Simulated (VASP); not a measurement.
All values below come from PBE GGA, VASP's PBE PAW potentials (set 64) (plane waves; VASP).

VASP input:

### POSCAR
```
SnO
1
    0.0000000000     2.3671360000     2.3671360000
    2.3671360000     0.0000000000     2.3671360000
    2.3671360000     2.3671360000     0.0000000000
Sn O
1 1
Direct
  0.0000000000   0.0000000000   0.0000000000
  0.2500000000   0.2500000000   0.2500000000
```

**INCAR**
```
LMAXMIX = 4
EDIFFG = -0.01   ! ionic stop
SIGMA = 0.05
IBRION = 2   ! conjugate gradients
LASPH = .TRUE.
PREC = Accurate
ISIF = 3   ! ions, shape and volume
EDIFF = 1E-6   ! SCF stop (eV)
SYSTEM = SnO
LCHARG = .FALSE.
ALGO = Normal
NELM = 100
LWAVE = .FALSE.
ISMEAR = 0   ! Gaussian
NSW = 60
LREAL = .FALSE.   ! projection in real space or not
ENCUT = 520   ! plane-wave cut-off (eV)
GGA = PE   ! PBE
```

KPOINTS:
```
Automatic mesh
0
Gamma
9 9 9
0 0 0
```

POTCAR, in this order: Sn_d O (PBE.64 set). Program: vasp_std.

What VASP printed:

**OUTCAR**
```
 ion  position               nearest neighbor table
   1  0.000  0.000  0.000-   2 2.05   2 2.05   2 2.05   2 2.05
   2  0.250  0.250  0.250-   1 2.05   1 2.05   1 2.05   1 2.05
  LATTYP: Found a face centered cubic cell.
 ALAT       =     4.7342720000
 Subroutine PRICEL returns:
 Original cell was already a primitive cell.
 Subroutine GETGRP returns: Found 24 space group operations
The static configuration has the point symmetry T_d .
The dynamic configuration has the point symmetry T_d .
 Subroutine INISYM returns: Found 24 space group operations
 Subroutine IBZKPT returns following result:
 Found     35 irreducible k-points:

 Following reciprocal coordinates:
            Coordinates               Weight
  0.000000  0.000000  0.000000      1.000000
  0.111111  0.000000  0.000000      8.000000
  0.222222  0.000000  0.000000      8.000000
  0.333333  0.000000  0.000000      8.000000
  0.444444  0.000000  0.000000      8.000000
  0.111111  0.111111  0.000000      6.000000
  0.222222  0.111111  0.000000     24.000000
  0.333333  0.111111  0.000000     24.000000
  0.444444  0.111111  0.000000     24.000000
...
```

OSZICAR:
```
       N       E                     dE             d eps       ncg     rms          rms(c)
DAV:   1     0.151997313234E+03    0.15200E+03   -0.10863E+04  1022   0.227E+03
DAV:   2     0.178197932826E+01   -0.15022E+03   -0.14518E+03  1088   0.452E+02
DAV:   3    -0.101003329075E+02   -0.11882E+02   -0.11808E+02  1142   0.117E+02
DAV:   4    -0.103277362020E+02   -0.22740E+00   -0.22737E+00  1066   0.176E+01
DAV:   5    -0.103348773026E+02   -0.71411E-02   -0.71411E-02  1302   0.292E+00    0.914E+00
DAV:   6    -0.856818286367E+01    0.17667E+01   -0.97066E+00  1446   0.460E+01    0.398E+00
DAV:   7    -0.852765484727E+01    0.40528E-01   -0.65702E-01  1008   0.899E+00    0.166E+00
DAV:   8    -0.852045910584E+01    0.71957E-02   -0.92901E-02  1052   0.300E+00    0.464E-01
DAV:   9    -0.851747377031E+01    0.29853E-02   -0.11911E-02  1462   0.185E+00    0.831E-02
DAV:  10    -0.851764289980E+01   -0.16913E-03   -0.14935E-03  1040   0.370E-01    0.696E-02
DAV:  11    -0.851755642974E+01    0.86470E-04   -0.42020E-04  1502   0.282E-01    0.132E-02
DAV:  12    -0.851755992713E+01   -0.34974E-05   -0.36617E-05  1046   0.902E-02    0.116E-02
DAV:  13    -0.851755934089E+01    0.58625E-06   -0.25507E-06   894   0.143E-02
   1 F= -.85175593E+01 E0= -.85175592E+01  d E =-.851756E+01
       N       E                     dE             d eps       ncg     rms          rms(c)
DAV:   1    -0.808734619095E+02   -0.72356E+02   -0.27698E+03  1376   0.156E+03    0.677E+01
DAV:   2    -0.119577548694E+02    0.68916E+02   -0.30473E+02  1110   0.169E+02    0.126E+01
DAV:   3    -0.109098809787E+02    0.10479E+01   -0.37897E+01  1034   0.550E+01    0.745E+00
DAV:   4    -0.988417610798E+01    0.10257E+01   -0.44146E+00  1264   0.252E+01    0.333E+00
DAV:   5    -0.968307471499E+01    0.20110E+00   -0.13174E+00  1280   0.869E+00    0.109E+00
DAV:   6    -0.965922557932E+01    0.23849E-01   -0.52685E-02  1040   0.294E+00    0.386E-01
DAV:   7    -0.965906872518E+01    0.15685E-03   -0.10011E-02   998   0.153E+00    0.133E-01
DAV:   8    -0.966010165621E+01   -0.10329E-02   -0.12118E-03  1004   0.245E-01    0.106E-01
DAV:   9    -0.965995277753E+01    0.14888E-03   -0.68542E-04  1100   0.437E-01    0.375E-02
DAV:  10    -0.965993384655E+01    0.18931E-04   -0.48996E-05  1034   0.105E-01    0.616E-03
DAV:  11    -0.965993469865E+01   -0.85210E-06   -0.41532E-06  1016   0.163E-02
   2 F= -.96599347E+01 E0= -.96599347E+01  d E =-.114238E+01
       N       E                     dE             d eps       ncg     rms          rms(c)
DAV:   1    -0.261403660720E+02   -0.16480E+02   -0.26447E+02  1190   0.207E+02    0.269E+01
DAV:   2    -0.131370127104E+02    0.13003E+02   -0.75435E+01  1190   0.110E+02    0.952E+00
DAV:   3    -0.108559647737E+02    0.22810E+01   -0.86888E+00  1470   0.472E+01    0.445E+00
DAV:   4    -0.103994460770E+02    0.45652E+00   -0.12485E+00  1166   0.246E+01    0.139E+00
DAV:   5    -0.103670624595E+02    0.32384E-01   -0.25898E-01  1244   0.408E+00    0.771E-01
DAV:   6    -0.103576084830E+02    0.94540E-02   -0.44252E-02  1172   0.157E+00    0.162E-01
DAV:   7    -0.103581617554E+02   -0.55327E-03   -0.25881E-03  1116   0.410E-01    0.135E-01
DAV:   8    -0.103579353939E+02    0.22636E-03   -0.19375E-03  1286   0.321E-01    0.543E-02
DAV:   9    -0.103579330389E+02    0.23549E-05   -0.11567E-04  1116   0.977E-02    0.169E-02
DAV:  10    -0.103579332573E+02   -0.21841E-06   -0.15583E-05  1046   0.347E-02    0.639E-03
DAV:  11    -0.103579321469E+02    0.11105E-05   -0.10139E-06   574   0.192E-02    0.329E-03
DAV:  12    -0.103579320597E+02    0.87192E-07   -0.39131E-07   628   0.839E-03
   3 F= -.10357932E+02 E0= -.10357224E+02  d E =-.184037E+01
       N       E                     dE             d eps       ncg     rms          rms(c)
DAV:   1    -0.103693778159E+02   -0.11446E-01   -0.24067E-01  1190   0.888E+00    0.707E-01
DAV:   2    -0.103603919302E+02    0.89859E-02   -0.56832E-02  1040   0.234E+00    0.298E-01
DAV:   3    -0.103582271373E+02    0.21648E-02   -0.97059E-03  1462   0.128E+00    0.145E-01
DAV:   4    -0.103576275216E+02    0.59962E-03   -0.20156E-03  1200   0.838E-01    0.223E-02
DAV:   5    -0.103576002552E+02    0.27266E-04   -0.11974E-04  1102   0.144E-01    0.944E-03
DAV:   6    -0.103575863853E+02    0.13870E-04   -0.12914E-05  1052   0.410E-02    0.385E-03
DAV:   7    -0.103575848410E+02    0.15443E-05   -0.96620E-07   706   0.161E-02    0.214E-03
DAV:   8    -0.103575852069E+02   -0.36592E-06   -0.37659E-07   490   0.951E-03
   4 F= -.10357585E+02 E0= -.10356890E+02  d E =-.184003E+01
       N       E                     dE             d eps       ncg     rms          rms(c)
DAV:   1    -0.103719076737E+02   -0.14323E-01   -0.28259E-01  1190   0.945E+00    0.773E-01
DAV:   2    -0.103612004207E+02    0.10707E-01   -0.67889E-02  1046   0.257E+00    0.324E-01
DAV:   3    -0.103586140766E+02    0.25863E-02   -0.11175E-02  1468   0.146E+00    0.156E-01
DAV:   4    -0.103579344033E+02    0.67967E-03   -0.23130E-03  1200   0.922E-01    0.257E-02
DAV:   5    -0.103579125008E+02    0.21903E-04   -0.15513E-04  1112   0.164E-01    0.103E-02
DAV:   6    -0.103579065469E+02    0.59539E-05   -0.14726E-05  1076   0.425E-02    0.428E-03
DAV:   7    -0.103579081769E+02   -0.16300E-05   -0.10940E-06   718   0.166E-02    0.218E-03
DAV:   8    -0.103579074087E+02    0.76825E-06   -0.48068E-07   490   0.858E-03
   5 F= -.10357907E+02 E0= -.10357198E+02  d E =-.322202E-03
       N       E                     dE             d eps       ncg     rms          rms(c)
DAV:   1    -0.103588604487E+02   -0.95227E-03   -0.18417E-02  1190   0.245E+00    0.196E-01
DAV:   2    -0.103581703205E+02    0.69013E-03   -0.43247E-03  1040   0.651E-01    0.820E-02
DAV:   3    -0.103580069643E+02    0.16336E-03   -0.72435E-04  1462   0.361E-01    0.399E-02
DAV:   4    -0.103579604698E+02    0.46494E-04   -0.15190E-04  1200   0.233E-01    0.626E-03
DAV:   5    -0.103579573333E+02    0.31365E-05   -0.93747E-06  1090   0.405E-02    0.260E-03
DAV:   6    -0.103579555052E+02    0.18282E-05   -0.85439E-07   502   0.111E-02    0.944E-04
DAV:   7    -0.103579550886E+02    0.41659E-06   -0.20727E-07   490   0.599E-03
   6 F= -.10357955E+02 E0= -.10357249E+02  d E =-.369882E-03
```

### OUTCAR
```
------------------------ aborting loop because EDIFF is reached ----------------------------------------
  FORCE on cell =-STRESS in cart. coord.  units (eV):
  Direction    XX          YY          ZZ          XY          YZ          ZX
  --------------------------------------------------------------------------------------
  Total        0.0026166      0.0026166      0.0026166     -0.0000000     -0.0000000      0.0000000
  in kB        0.1062563      0.1062563      0.1062563     -0.0000000     -0.0000000      0.0000000
  external PRESSURE =       0.1062563 kB  Pullay stress =       0.0000000 kB
  volume of cell :       39.45
      direct lattice vectors                 reciprocal lattice vectors
     0.000000000  2.702013106  2.702013106    -0.185047215  0.185047215  0.185047215
     2.702013106 -0.000000000  2.702013106     0.185047215 -0.185047215  0.185047215
     2.702013106  2.702013106 -0.000000000     0.185047215  0.185047215 -0.185047215
 POSITION                                       TOTAL-FORCE (eV/Angst)
 -----------------------------------------------------------------------------------
      0.00000      0.00000      0.00000         0.000000      0.000000      0.000000
      1.35101      1.35101      1.35101        -0.000000     -0.000000     -0.000000
 -----------------------------------------------------------------------------------
    total drift:                               -0.000000     -0.000000     -0.000000
  FREE ENERGIE OF THE ION-ELECTRON SYSTEM (eV)
  ---------------------------------------------------
  free  energy   TOTEN  =       -10.3579550886 eV

  energy  without entropy=      -10.3565433293  energy(sigma->0) =      -10.35724921

 reached required accuracy - stopping structural energy minimisation
```
(Selected blocks of OUTCAR.)

File CONTCAR:
```
SnO
   1.00000000000000
     0.0000000000000000    2.7020131059380907    2.7020131059380907
     2.7020131059380907   -0.0000000000000000    2.7020131059380907
     2.7020131059380907    2.7020131059380907   -0.0000000000000000
  Sn              O
     1     1
Direct
     0.0000000000000000    0.0000000000000000    0.0000000000000000
     0.2500000000000000    0.2500000000000000    0.2500000000000000
```

**OUTCAR**
```
 val. band max:        6.1463514197   @ k =  -0.4444   0.4444   0.0000

 cond. band min:       6.2168815907   @ k =   0.4444   0.4444   0.0000


 Fermi energy:         6.1467720995

 k-point     1 :       0.0000    0.0000    0.0000
  band No.  band energies     occupation
      1     -15.5668      2.00000
      2     -15.5668      2.00000
      3     -15.5668      2.00000
      4     -15.5196      2.00000
      5     -15.5196      2.00000
      6     -12.8303      2.00000
      7      -0.1095      2.00000
      8       2.4834      2.00000
      9       2.4834      2.00000
     10       2.4834      2.00000
     11      10.7022      0.00000
     12      10.7022      0.00000
     13      10.7022      0.00000
     14      15.3117      0.00000

 k-point     2 :       0.1111    0.0000    0.0000
  band No.  band energies     occupation
      1     -15.5833      2.00000
      2     -15.5630      2.00000
      3     -15.5630      2.00000
      4     -15.5194      2.00000
      5     -15.5194      2.00000
      6     -12.7600      2.00000
      7      -0.3650      2.00000
      8       2.4295      2.00000
      9       2.4295      2.00000
     10       2.7262      2.00000
     11       9.9997      0.00000
     12      10.7631      0.00000
     13      10.7631      0.00000
     14      15.9569      0.00000

 k-point     3 :       0.2222    0.0000    0.0000
  band No.  band energies     occupation
      1     -15.6237      2.00000
      2     -15.5559      2.00000
      3     -15.5559      2.00000
      4     -15.5163      2.00000
      5     -15.5163      2.00000
      6     -12.5787      2.00000
      7      -0.9143      2.00000
      8       2.2983      2.00000
      9       2.2983      2.00000
     10       3.2043      2.00000
     11       8.8993      0.00000
     12      10.8625      0.00000
     13      10.8625      0.00000
     14      15.4881      0.00000

 k-point     4 :       0.3333    0.0000    0.0000
  band No.  band energies     occupation
...
```

Energy and stress use the plane-wave basis of the starting cell. Unless said otherwise, spin-orbit coupling is left out, though it shifts the bands of the heavy elements here.

The structure was generated: SnO was put into the zinc blende type (F-43m), which need not be its known phase. This run relaxes it. Symmetry was kept, so distortions that lower it aren't found.
